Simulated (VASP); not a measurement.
GaBiSe3:

```xyz
5
Lattice="-2.6428 3.2374 3.8980 2.6428 -3.2374 3.8980 2.6428 3.2374 -3.8980" Properties=species:S:1:pos:R:3 pbc="T T T"
Ga    0.0000    0.0000    3.8980
Bi    0.0000    3.2374    0.0000
Se    2.6428    0.0000    0.0000
Se    0.0000    0.0000    5.9392
Se    0.0000    0.0000    1.8569
```

The cell was built by a generator and needn't be a form met in nature.

| Item | Value |
| --- | --- |
| Program | VASP 6.6.1 |
| Task | relaxation of cell and atoms |
| Functional | PBE |
| Potentials or basis | VASP PAW PBE potentials, release 64 (Ga_d, Bi_d, Se) |
| Cutoff | 520 eV |
| k mesh | 4 × 4 × 4 |
| Occupations | gaussian, width 0.15 eV |
| Spin | no spin polarisation |

At the start: pressure 9.7 GPa; volume 26.68 Å³/atom.

Problem. Where does the relaxation end?

Solution. Over 16 steps the energy falls by 642.5 meV/atom and the volume is 24.86 Å³/atom (-6.8 %); space group Immm (No. 71, to 0.05 Å).

The path:
```tsv
step	energy change (eV)	largest force (eV/Å)	pressure (GPa)	volume (Å³)
1	0.0000	5.9991	9.73	133.40
2	-1.1178	0.2356	-7.32	165.45
3	-1.6268	0.6468	-4.10	149.66
4	-1.6310	0.7181	-3.68	148.99
5	-1.6322	0.8014	-3.41	148.31
6	-2.1313	0.8740	-2.87	138.47
7	-2.8471	0.3049	9.08	109.96
8	-2.8584	1.0346	0.34	123.59
9	-3.0145	0.9304	3.14	117.73
10	-3.0227	0.8292	4.27	115.78
11	-3.0799	0.3435	4.32	117.27
12	-3.1220	0.1338	3.98	116.72
13	-3.2102	0.1343	-0.14	124.45
14	-3.2107	0.1310	-0.01	124.13
15	-3.2119	0.0881	-0.11	124.20
16	-3.2126	0.0298	-0.12	124.31
```

Final structure:
```
CELL_PARAMETERS angstrom
-2.90472 2.59421 4.12412
2.90472 -2.59421 4.12412
2.90472 2.59421 -4.12412
ATOMIC_POSITIONS crystal
Ga 0.50000 0.50000 0.00000
Bi 0.50000 0.00000 0.50000
Se 0.00000 0.50000 0.50000
Se 0.81157 0.81157 0.00000
Se 0.18843 0.18843 0.00000
```

Caveat: the k mesh is coarse (spacing up to 0.38 Å⁻¹), so the values aren't converged.
